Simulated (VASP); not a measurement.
# ZnAu under strain, part 3 of 4

Aim: follow the pressure of ZnAu through compression, expansion and shear. All runs use PBEsol. Left out of this account: 1 further run (fields: a reference on another mesh). The start is a cell from a database of measured crystal structures.

VASP 6.6.1; PBEsol; plane waves and PAW (Zn, Au).

Still holding for the runs below: This run has no spin polarisation. Its electron count is odd, so without a moment it is a metal by construction. Spin-orbit coupling is off here; with elements this heavy it splits and shifts levels by tenths of an eV or more.

So far, pressure (GPa): step 2 (bands, cell as listed) -2.54; step 3 (cell volume +4.0 %) -7.10; step 4 (cell volume +8.0 %) -10.6; step 5 (bands, sheared, principal strains -2.4, +0.3, +2.1 %) -2.45.

## Step 6: Bands, volume times 0.96

The cell is compressed evenly, with fractional positions held.

INCAR

```
SYSTEM = ZnAu
PREC = Accurate
ENCUT = 400
EDIFF = 1E-06
NELM = 100
ISMEAR = -1
SIGMA = 0.05
LREAL = .FALSE.
ALGO = Normal
GGA = PS
NBANDS = 23
LASPH = .TRUE.
LORBIT = 11
LWAVE = .FALSE.
LCHARG = .FALSE.
KPAR = 2
```

POSCAR

```
ZnAu
1.0
    3.1044677592      0.0000000000      0.0000000000
    0.0000000000      3.1044677592      0.0000000000
    0.0000000000      0.0000000000      3.1044677592
Zn Au
1 1
Direct
    0.5000000000      0.5000000000      0.5000000000
    0.0000000000      0.0000000000      0.0000000000
```

KPOINTS

```
Automatic mesh
0
Gamma
12 12 12
0 0 0
```

KPOINTS_OPT

```
Line mode
16
Line-mode
Reciprocal
  0.00000000   0.00000000   0.00000000 GAMMA
  0.00000000   0.50000000   0.00000000 X

  0.00000000   0.50000000   0.00000000 X
  0.50000000   0.50000000   0.00000000 M

  0.50000000   0.50000000   0.00000000 M
  0.00000000   0.00000000   0.00000000 GAMMA

  0.00000000   0.00000000   0.00000000 GAMMA
  0.50000000   0.50000000   0.50000000 R

  0.50000000   0.50000000   0.50000000 R
  0.00000000   0.50000000   0.00000000 X

  0.50000000   0.50000000   0.00000000 M
  0.50000000   0.50000000   0.50000000 R
```

PAW data sets: Zn and Au (PBE family, release 64).

The run is started by

```sh
$ mpirun -np 2 vasp_std
```

Output:

```text
[... set-up lines as in an earlier step ...]
 entering main loop
       N       E                     dE             d eps       ncg     rms          rms(c)
DAV:   1     0.117228423141E+03    0.11723E+03   -0.91320E+03  4254   0.109E+03
DAV:   2    -0.691522144327E+00   -0.11792E+03   -0.11018E+03  4130   0.248E+02
DAV:   3    -0.648336582706E+01   -0.57918E+01   -0.57586E+01  4655   0.556E+01
DAV:   4    -0.653263393729E+01   -0.49268E-01   -0.49260E-01  4410   0.489E+00
DAV:   5    -0.653314656785E+01   -0.51263E-03   -0.51262E-03  4711   0.501E-01    0.978E+00
DAV:   6    -0.598958508215E+01    0.54356E+00   -0.11285E+00  4596   0.111E+01    0.589E+00
DAV:   7    -0.595719103725E+01    0.32394E-01   -0.32295E-02  5403   0.286E+00    0.306E+00
DAV:   8    -0.594711660506E+01    0.10074E-01   -0.74594E-03  4555   0.721E-01    0.131E-01
DAV:   9    -0.594710504107E+01    0.11564E-04   -0.23642E-04  5273   0.266E-01    0.604E-02
DAV:  10    -0.594711085232E+01   -0.58112E-05   -0.30939E-05  4606   0.432E-02    0.202E-02
DAV:  11    -0.594711127735E+01   -0.42503E-06   -0.95336E-07  3835   0.103E-02
   1 F= -.59471113E+01 E0= -.59454911E+01  d E =-.324042E-02
 Start KPOINTS_OPT (optional k-point list driver)
k-point batch [1-84\96]
       N       E                     dE             ncg
DAV:   1     0.125903303866E+05   -0.36524E+05     4183
DAV:   2     0.288835813150E+04   -0.97020E+04     4046
DAV:   3     0.240338266232E+04   -0.48498E+03     4711
DAV:   4     0.239911549746E+04   -0.42672E+01     4508
DAV:   5     0.239906413203E+04   -0.51365E-01     4669
DAV:   6     0.239906314207E+04   -0.98996E-03     4592
DAV:   7     0.239906312026E+04   -0.21815E-04     4635
DAV:   8     0.239906311977E+04   -0.48586E-06     3151
k-point batch [85-96\96]
       N       E                     dE             ncg
DAV:   1     0.482403342245E+05   -0.89597E+04      584
DAV:   2     0.468231046117E+05   -0.14172E+04      594
DAV:   3     0.467532538092E+05   -0.69851E+02      678
DAV:   4     0.467526530537E+05   -0.60076E+00      699
DAV:   5     0.467526452207E+05   -0.78329E-02      664
DAV:   6     0.467526450616E+05   -0.15907E-03      692
DAV:   7     0.467526450579E+05   -0.36903E-05      650
DAV:   8     0.467526450579E+05   -0.76252E-07      521
```

Elapsed: 11 s, on 2 MPI ranks of Intel Xeon Platinum 8488C (Sapphire Rapids), shared host; peak memory 0.32 GiB; 19 s of CPU time.

Parts of OUTCAR (step 6):

```text
   ENCUT  =  400.0 eV  29.40 Ry    5.42 a.u.   5.06  5.06  5.06*2*pi/ulx,y,z

   NELECT =      23.0000    total number of electrons

 E-fermi :   7.4758

 k-point     1 :       0.0000    0.0000    0.0000
  band No.  band energies     occupation
    ...
      7       1.8633      2.00000
      8       1.8633      2.00000
      9       3.6350      2.00000
     10       3.6350      2.00000
     11       3.6350      2.00000
     12      12.4387      0.00000
     13      12.4387      0.00000
     14      12.4387      0.00000
     15      16.7718      0.00000
     16      19.8492      0.00000
    ...

  Total        0.6378098      0.6378098      0.6378098      0.0000000      0.0000000      0.0000000
  in kB       34.1538986     34.1538986     34.1538986      0.0000000      0.0000000      0.0000000
  external PRESSURE =      34.1538986 kB  Pullay stress =       0.0000000 kB

 POSITION                                       TOTAL-FORCE (eV/Angst)
 -----------------------------------------------------------------------------------
      1.55223      1.55223      1.55223         0.000000      0.000000      0.000000
      0.00000      0.00000      0.00000         0.000000      0.000000      0.000000
 -----------------------------------------------------------------------------------
    total drift:                               -0.000000      0.000000     -0.000000

  FREE ENERGIE OF THE ION-ELECTRON SYSTEM (eV)
  ---------------------------------------------------
  free  energy   TOTEN  =        -5.9471112773 eV

  energy  without entropy=       -5.9438708557  energy(sigma->0) =       -5.94549107

[... 3 parts as in an earlier step ...]

[... 13 further parts left out ...]
```

Numbers from this step:

```yaml
irreducible_k_points: 84
symmetry_operations: 48
fermi_energy: 7.476 eV
pressure: 3.415 GPa
```

The electronic bands at the labelled points (eV, zero at the Fermi level; # counts the bands kept):

| point | #8 | #9 | #10 | #11 | #12 | #13 | #14 | #15 |
| --- | --- | --- | --- | --- | --- | --- | --- | --- |
| Γ | -5.61 | -3.84 | -3.84 | -3.84 | 4.96 | 4.96 | 4.96 | 9.30 |
| 0.53 of the way | -5.36 | -4.61 | -4.61 | -3.94 | 0.13 | 7.19 | 7.19 | 10.75 |
| X | -5.65 | -5.14 | -5.14 | -4.03 | -2.43 | 10.44 | 11.32 | 11.32 |
| 0.47 of the way | -5.45 | -4.68 | -4.11 | -3.69 | -2.34 | 5.66 | 5.91 | 11.09 |
| M | -4.19 | -4.19 | -3.23 | -2.24 | -2.24 | 0.92 | 2.70 | 10.54 |
| 0.47 of the way | -5.07 | -5.07 | -4.61 | -4.06 | 1.28 | 2.21 | 8.78 | 9.31 |
| Γ | -5.61 | -3.84 | -3.84 | -3.84 | 4.96 | 4.96 | 4.96 | 9.30 |
| 0.53 of the way | -5.37 | -4.59 | -4.59 | -4.10 | 2.83 | 3.36 | 3.36 | 9.22 |
| R | -6.77 | -3.18 | -3.18 | 1.44 | 3.72 | 3.72 | 3.72 | 3.76 |
| 0.53 of the way | -5.65 | -4.94 | -4.15 | -1.89 | -1.87 | 5.35 | 6.18 | 7.12 |
| X | -5.65 | -5.14 | -5.14 | -4.03 | -2.43 | 10.44 | 11.32 | 11.32 |
| jump to M | -4.19 | -4.19 | -3.23 | -2.24 | -2.24 | 0.92 | 2.70 | 10.54 |
| 0.53 of the way | -5.95 | -4.29 | -3.20 | 0.69 | 0.69 | 1.33 | 2.13 | 7.40 |
| R | -6.77 | -3.18 | -3.18 | 1.44 | 3.72 | 3.72 | 3.72 | 3.76 |

Of the projections kept (Zn, Au), the largest for each band there; the rest of the weight can lie on other orbitals:

| point | #8 | #9 | #10 | #11 | #12 | #13 | #14 | #15 |
| --- | --- | --- | --- | --- | --- | --- | --- | --- |
| Γ | Au 0.72 | Au 0.93 | Au 0.93 | Au 0.93 | Zn 0.58 | Zn 0.58 | Zn 0.58 | Zn 0.55 |
| X | Zn 0.83 | Au 0.96 | Au 0.96 | Au 1.00 | Au 0.96 | Zn 1.00 | Au 0.66 | Au 0.66 |
| M | Au 0.82 | Au 0.82 | Au 1.00 | Zn 0.50 | Zn 0.50 | Au 0.85 | Zn 0.54 | Zn 1.00 |
| Γ | Au 0.72 | Au 0.93 | Au 0.93 | Au 0.93 | Zn 0.58 | Zn 0.58 | Zn 0.58 | Zn 0.55 |
| R | Au 0.89 | Au 1.00 | Au 1.00 | Zn 1.00 | Au 0.72 | Au 0.72 | Au 0.72 | Au 1.00 |
| X | Zn 0.83 | Au 0.96 | Au 0.96 | Au 1.00 | Au 0.96 | Zn 1.00 | Au 0.66 | Au 0.66 |

 The pressure is 3.42 GPa.

For the pressure, step 2 gave -2.54 GPa; this run, with cell volume -4.0 %, gives 3.42 GPa.

## Step 7: Bands, volume times 0.92

The cell is scaled evenly once more. A prediction first. A parabola through the 4 pressures of evenly scaled cells so far, P = -2.52 -131.1 t +345 t² GPa with t = ln(V/V₁) and V₁ the volume at scale 1, gives 10.81 GPa at t = -0.0834.

INCAR is that of step 6.

POSCAR

```
ZnAu
1.0
    3.0607370361      0.0000000000      0.0000000000
    0.0000000000      3.0607370361      0.0000000000
    0.0000000000      0.0000000000      3.0607370361
Zn Au
1 1
Direct
    0.5000000000      0.5000000000      0.5000000000
    0.0000000000      0.0000000000      0.0000000000
```

KPOINTS is that of step 6.

KPOINTS_OPT is that of step 6.

The run is started by

```sh
$ mpirun -np 2 vasp_std
```

Output:

```text
[... set-up lines as in an earlier step ...]
 entering main loop
       N       E                     dE             d eps       ncg     rms          rms(c)
DAV:   1     0.116026212070E+03    0.11603E+03   -0.91095E+03  4264   0.110E+03
DAV:   2    -0.802317655929E+00   -0.11683E+03   -0.10927E+03  4067   0.249E+02
DAV:   3    -0.644423775163E+01   -0.56419E+01   -0.56108E+01  4627   0.550E+01
DAV:   4    -0.649022084309E+01   -0.45983E-01   -0.45975E-01  4522   0.473E+00
DAV:   5    -0.649069840315E+01   -0.47756E-03   -0.47755E-03  4676   0.489E-01    0.110E+01
DAV:   6    -0.593539144772E+01    0.55531E+00   -0.10859E+00  4638   0.110E+01    0.652E+00
DAV:   7    -0.589880089422E+01    0.36591E-01   -0.37711E-02  5446   0.305E+00    0.325E+00
DAV:   8    -0.588866690708E+01    0.10134E-01   -0.72018E-03  4588   0.712E-01    0.137E-01
DAV:   9    -0.588864992676E+01    0.16980E-04   -0.19356E-04  5125   0.288E-01    0.573E-02
DAV:  10    -0.588865717939E+01   -0.72526E-05   -0.28828E-05  4571   0.414E-02    0.221E-02
DAV:  11    -0.588865745181E+01   -0.27242E-06   -0.70458E-07  3669   0.116E-02
   1 F= -.58886575E+01 E0= -.58871070E+01  d E =-.310081E-02
 Start KPOINTS_OPT (optional k-point list driver)
k-point batch [1-84\96]
       N       E                     dE             ncg
DAV:   1     0.134630332057E+05   -0.36955E+05     4159
DAV:   2     0.365864813475E+04   -0.98044E+04     4039
DAV:   3     0.316161391748E+04   -0.49703E+03     4648
DAV:   4     0.315710928526E+04   -0.45046E+01     4522
DAV:   5     0.315705580824E+04   -0.53477E-01     4725
DAV:   6     0.315705477729E+04   -0.10309E-02     4515
DAV:   7     0.315705475489E+04   -0.22402E-04     4652
DAV:   8     0.315705475442E+04   -0.46142E-06     3202
k-point batch [85-96\96]
       N       E                     dE             ncg
DAV:   1     0.495121624744E+05   -0.95614E+04      608
DAV:   2     0.481798892732E+05   -0.13323E+04      559
DAV:   3     0.481177400075E+05   -0.62149E+02      706
DAV:   4     0.481172302118E+05   -0.50980E+00      706
DAV:   5     0.481172235399E+05   -0.66719E-02      671
DAV:   6     0.481172234007E+05   -0.13915E-03      699
DAV:   7     0.481172233975E+05   -0.32699E-05      685
DAV:   8     0.481172233974E+05   -0.69485E-07      514
```

Wall time 14 s (2 MPI ranks); peak memory 0.32 GiB.

OUTCAR, selected parts (step 7):

```text
   ENCUT  =  400.0 eV  29.40 Ry    5.42 a.u.   4.99  4.99  4.99*2*pi/ulx,y,z

   NELECT =      23.0000    total number of electrons

 E-fermi :   8.0482

 k-point     1 :       0.0000    0.0000    0.0000
  band No.  band energies     occupation
    ...
      7       2.2656      2.00000
      8       2.2656      2.00000
      9       4.1273      2.00000
     10       4.1273      2.00000
     11       4.1273      2.00000
     12      13.0620      0.00000
     13      13.0620      0.00000
     14      13.0620      0.00000
     15      17.9038      0.00000
     16      20.7326      0.00000
    ...

  Total        1.9996651      1.9996651      1.9996651      0.0000000      0.0000000      0.0000000
  in kB      111.7351446    111.7351446    111.7351446      0.0000000      0.0000000      0.0000000
  external PRESSURE =     111.7351446 kB  Pullay stress =       0.0000000 kB

 POSITION                                       TOTAL-FORCE (eV/Angst)
 -----------------------------------------------------------------------------------
      1.53037      1.53037      1.53037         0.000000      0.000000      0.000000
      0.00000      0.00000      0.00000         0.000000      0.000000      0.000000
 -----------------------------------------------------------------------------------
    total drift:                               -0.000000      0.000000     -0.000000

  FREE ENERGIE OF THE ION-ELECTRON SYSTEM (eV)
  ---------------------------------------------------
  free  energy   TOTEN  =        -5.8886574518 eV

  energy  without entropy=       -5.8855566430  energy(sigma->0) =       -5.88710705

[... 4 parts as in an earlier step ...]

[... 12 further parts left out ...]
```

Numbers from this step:

* free energy (TOTEN): -5.889 eV
* energy at zero smearing: -5.887 eV
* Fermi energy: 8.048 eV
* pressure: 11.17 GPa

The electronic bands at the labelled points (eV, zero at the Fermi level; # counts the bands kept):

| point | #8 | #9 | #10 | #11 | #12 | #13 | #14 | #15 |
| --- | --- | --- | --- | --- | --- | --- | --- | --- |
| Γ | -5.78 | -3.92 | -3.92 | -3.92 | 5.01 | 5.01 | 5.01 | 9.86 |
| 0.53 of the way | -5.52 | -4.76 | -4.76 | -4.04 | 0.14 | 7.36 | 7.36 | 11.19 |
| X | -5.79 | -5.34 | -5.34 | -4.14 | -2.44 | 10.50 | 11.58 | 11.58 |
| 0.53 of the way | -5.48 | -4.71 | -4.22 | -3.59 | -2.34 | 5.01 | 5.51 | 11.29 |
| M | -4.28 | -4.28 | -3.28 | -2.44 | -2.44 | 1.08 | 2.97 | 10.76 |
| 0.47 of the way | -5.27 | -5.25 | -4.77 | -4.15 | 1.28 | 2.39 | 9.01 | 9.55 |
| Γ | -5.78 | -3.92 | -3.92 | -3.92 | 5.01 | 5.01 | 5.01 | 9.86 |
| 0.47 of the way | -5.48 | -4.79 | -4.79 | -4.67 | 3.17 | 3.61 | 3.61 | 11.13 |
| R | -7.10 | -3.22 | -3.22 | 1.55 | 3.77 | 3.77 | 3.77 | 4.04 |
| 0.47 of the way | -6.00 | -4.82 | -4.12 | -1.56 | -1.24 | 4.78 | 6.03 | 7.04 |
| X | -5.79 | -5.34 | -5.34 | -4.14 | -2.44 | 10.50 | 11.58 | 11.58 |
| jump to M | -4.28 | -4.28 | -3.28 | -2.44 | -2.44 | 1.08 | 2.97 | 10.76 |
| 0.47 of the way | -5.96 | -4.63 | -3.26 | 0.16 | 0.16 | 1.36 | 2.47 | 8.01 |
| R | -7.10 | -3.22 | -3.22 | 1.55 | 3.77 | 3.77 | 3.77 | 4.04 |

Of the projections kept (Zn, Au), the largest for each band there; the rest of the weight can lie on other orbitals:

| point | #8 | #9 | #10 | #11 | #12 | #13 | #14 | #15 |
| --- | --- | --- | --- | --- | --- | --- | --- | --- |
| Γ | Au 0.68 | Au 0.92 | Au 0.92 | Au 0.92 | Zn 0.58 | Zn 0.58 | Zn 0.58 | Zn 0.55 |
| X | Zn 0.83 | Au 0.96 | Au 0.96 | Au 1.00 | Au 0.95 | Zn 1.00 | Au 0.65 | Au 0.65 |
| M | Au 0.81 | Au 0.81 | Au 1.00 | Zn 0.50 | Zn 0.50 | Au 0.85 | Zn 0.53 | Zn 1.00 |
| Γ | Au 0.68 | Au 0.92 | Au 0.92 | Au 0.92 | Zn 0.58 | Zn 0.58 | Zn 0.58 | Zn 0.55 |
| R | Au 0.88 | Au 1.00 | Au 1.00 | Zn 1.00 | Au 0.71 | Au 0.71 | Au 0.71 | Au 1.00 |
| X | Zn 0.83 | Au 0.96 | Au 0.96 | Au 1.00 | Au 0.95 | Zn 1.00 | Au 0.65 | Au 0.65 |

 The pressure is 11.17 GPa. The parabola predicted 10.81 GPa, -0.37 GPa off.

(Continued in part 4 of 4.)

[Lines on the potential files, build, host, timing and source positions are cut from VASP's logs without a mark.]

[Logs are printed without paths, hosts, clocks, repeated set-up lines and the standing remarks that a program may print on its own settings, such as how far it seeks lower states.]

[Hosts, paths, dates, database ids (printed as entryN), source tags and the programs' standing remarks are cut or masked in the printed files.]

[A measured line is paired with the nearest computed mode of its activity, which favours agreement.]
